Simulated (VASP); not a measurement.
Level of theory: LDA (Ceperley-Alder, Perdew-Zunger), VASP's LDA PAW potentials (set 64) (plane waves; VASP).

A VASP calculation is set up with these files.

**INCAR**
```
# general
SYSTEM   =  In
PREC     =  Accurate
ENCUT    =  300   # plane-wave cut-off (eV)
LREAL    =  .False.   # projection in real space or not
LASPH    =  .True.

# electronic loop
EDIFF    =  1E-6
NELM     =  100
ALGO     =  Normal   # blocked Davidson
LMAXMIX  =  4

# smearing
ISMEAR   =  -1
SIGMA    =  0.1

# ions
ISIF     =  2   # forces and stress, cell fixed

# output
LWAVE    =  .False.
LCHARG   =  .False.
```

POSCAR:
```
In
1
    3.3083620000     0.0000000000     0.0000000000
    0.0000000000     6.0460570000     0.0000000000
    0.0000000000     0.0000000000    21.4564000000
In
6
Direct
  0.0000000000   0.9520280000   0.3728490000
  0.5000000000   0.4520280000   0.3728490000
  0.0000000000   0.6526070000   0.5000000000
  0.5000000000   0.1526070000   0.5000000000
  0.0000000000   0.3531870000   0.6271510000
  0.5000000000   0.8531870000   0.6271510000
```

File KPOINTS:
```
Automatic mesh
0
G
5 3 1
0 0 0
```

POTCAR, in this order: In_d (LDA.64 set). Program: vasp_std.

The run wrote:

File OUTCAR:
```
 ion  position               nearest neighbor table
   1  0.000  0.952  0.373-   3 3.27   4 3.41   4 3.41   2 3.45   2 3.45   2 3.45   2 3.45
   2  0.500  0.452  0.373-   4 3.27   3 3.41   3 3.41   1 3.45   1 3.45   1 3.45   1 3.45
   3  0.000  0.653  0.500-   5 3.27   1 3.27   2 3.41   2 3.41   6 3.41   6 3.41   4 3.45   4 3.45
                             4 3.45   4 3.45
   4  0.500  0.153  0.500-   6 3.27   2 3.27   1 3.41   1 3.41   5 3.41   5 3.41   3 3.45   3 3.45
                             3 3.45   3 3.45
   5  0.000  0.353  0.627-   3 3.27   4 3.41   4 3.41   6 3.45   6 3.45   6 3.45   6 3.45
   6  0.500  0.853  0.627-   4 3.27   3 3.41   3 3.41   5 3.45   5 3.45   5 3.45   5 3.45
  LATTYP: Found a simple orthorhombic cell.
 ALAT       =     3.3083620000
 B/A-ratio  =     1.8275076911
 C/A-ratio  =     6.4855055160
 Subroutine PRICEL returns following result:
  LATTYP: Found a base centered orthorhombic cell.
 ALAT       =     3.3083620000
 B/A-ratio  =     1.8275076911
 C/A-ratio  =     6.4855055160
 Subroutine GETGRP returns: Found  4 space group operations
The static configuration has the point symmetry C_1h.
 The point group associated with its full space group is C_2h.
The dynamic configuration has the point symmetry C_1h.
 Subroutine INISYM returns: Found  4 space group operations
 Subroutine IBZKPT returns following result:
 Found      6 irreducible k-points:

 Following reciprocal coordinates:
            Coordinates               Weight
  0.000000  0.000000  0.000000      1.000000
  0.200000  0.000000  0.000000      2.000000
  0.400000  0.000000  0.000000      2.000000
  0.000000  0.333333  0.000000      2.000000
  0.200000  0.333333  0.000000      4.000000
  0.400000  0.333333  0.000000      4.000000
   k-points           NKPTS =      6   k-points in BZ     NKDIM =      6   number of bands    NBANDS=     46
   number of dos      NEDOS =    301   number of ions     NIONS =      6
   total plane-waves  NPLWV =  90720
   dimension x,y,z NGX =    20 NGY =   36 NGZ =  126
   dimension x,y,z NGXF=    40 NGYF=   72 NGZF=  252
   ions per type =               6
...
```

OSZICAR:
```
       N       E                     dE             d eps       ncg     rms          rms(c)
DAV:   1     0.616012823751E+03    0.61601E+03   -0.28377E+04   648   0.115E+03
DAV:   2     0.365176662967E+02   -0.57950E+03   -0.57171E+03   592   0.372E+02
DAV:   3    -0.162426618328E+02   -0.52760E+02   -0.52144E+02   634   0.155E+02
DAV:   4    -0.181249035250E+02   -0.18822E+01   -0.18802E+01   678   0.369E+01
DAV:   5    -0.182022850831E+02   -0.77382E-01   -0.77376E-01   846   0.457E+00    0.510E+00
DAV:   6    -0.179168422228E+02    0.28544E+00   -0.40103E-01   678   0.868E+00    0.276E+00
DAV:   7    -0.178665480146E+02    0.50294E-01   -0.49065E-01   620   0.707E+00    0.638E-01
DAV:   8    -0.178594806226E+02    0.70674E-02   -0.49072E-02   648   0.325E+00    0.483E-01
DAV:   9    -0.178557273627E+02    0.37533E-02   -0.79771E-03   660   0.105E+00    0.320E-01
DAV:  10    -0.178538892224E+02    0.18381E-02   -0.33269E-03   582   0.804E-01    0.843E-02
DAV:  11    -0.178537982966E+02    0.90926E-04   -0.11021E-03   856   0.399E-01    0.722E-02
DAV:  12    -0.178543988364E+02   -0.60054E-03   -0.48077E-04   592   0.162E-01    0.526E-02
DAV:  13    -0.178552553305E+02   -0.85649E-03   -0.50797E-04   564   0.821E-02    0.556E-02
DAV:  14    -0.178553073451E+02   -0.52015E-04   -0.34036E-05   706   0.593E-02    0.385E-02
DAV:  15    -0.178557504241E+02   -0.44308E-03   -0.24795E-04   578   0.192E-01    0.454E-02
DAV:  16    -0.178557790552E+02   -0.28631E-04   -0.56198E-05   584   0.118E-01    0.261E-02
DAV:  17    -0.178558004537E+02   -0.21399E-04   -0.95125E-06   646   0.279E-02    0.693E-03
DAV:  18    -0.178558908064E+02   -0.90353E-04   -0.20489E-05   428   0.134E-02    0.614E-03
DAV:  19    -0.178559000839E+02   -0.92775E-05   -0.33108E-06   390   0.161E-02    0.785E-03
DAV:  20    -0.178559663268E+02   -0.66243E-04   -0.61398E-06   372   0.187E-02    0.237E-03
DAV:  21    -0.178559840189E+02   -0.17692E-04   -0.15941E-06   368   0.830E-03    0.312E-03
DAV:  22    -0.178559914556E+02   -0.74367E-05   -0.75962E-07   374   0.710E-03    0.109E-03
DAV:  23    -0.178559930358E+02   -0.15802E-05   -0.10509E-07   330   0.215E-03    0.300E-04
DAV:  24    -0.178559931846E+02   -0.14878E-06   -0.21258E-08   330   0.157E-03
   1 F= -.17855993E+02 E0= -.17781765E+02  d E =-.148457E+00
```

### OUTCAR
```
------------------------ aborting loop because EDIFF is reached ----------------------------------------
  FORCE on cell =-STRESS in cart. coord.  units (eV):
  Direction    XX          YY          ZZ          XY          YZ          ZX
  --------------------------------------------------------------------------------------
  Total       -8.1855813     -4.0134041     -3.9166457      0.0000000      0.0588935      0.0000000
  in kB      -30.5575120    -14.9823987    -14.6211910      0.0000000      0.2198548      0.0000000
  external PRESSURE =     -20.0537006 kB  Pullay stress =       0.0000000 kB
  volume of cell :      429.18
      direct lattice vectors                 reciprocal lattice vectors
     3.308362000  0.000000000  0.000000000     0.302264383  0.000000000  0.000000000
     0.000000000  6.046057000  0.000000000     0.000000000  0.165397051  0.000000000
     0.000000000  0.000000000 21.456400000     0.000000000  0.000000000  0.046606141
 POSITION                                       TOTAL-FORCE (eV/Angst)
 -----------------------------------------------------------------------------------
      0.00000      5.75602      8.00000         0.000000     -0.005534      0.310704
      1.65418      2.73299      8.00000        -0.000000     -0.005534      0.310704
      0.00000      3.94570     10.72820         0.000000     -0.000000      0.000000
      1.65418      0.92267     10.72820         0.000000     -0.000000      0.000000
      0.00000      2.13539     13.45640         0.000000      0.005534     -0.310704
      1.65418      5.15842     13.45640         0.000000      0.005534     -0.310704
 -----------------------------------------------------------------------------------
    total drift:                               -0.000000      0.002462      0.000025
  FREE ENERGIE OF THE ION-ELECTRON SYSTEM (eV)
  ---------------------------------------------------
  free  energy   TOTEN  =       -17.8559931846 eV

  energy  without entropy=      -17.7075365847  energy(sigma->0) =      -17.78176488
```
(Selected blocks of OUTCAR.)

At this cut-off the stress carries a Pulay error, which pulls relaxed volumes low. The cell holds a wide vacuum, so values per volume refer to the whole cell.

The cell is a sheet with vacuum, built from a database entry that may be metastable or hypothetical.
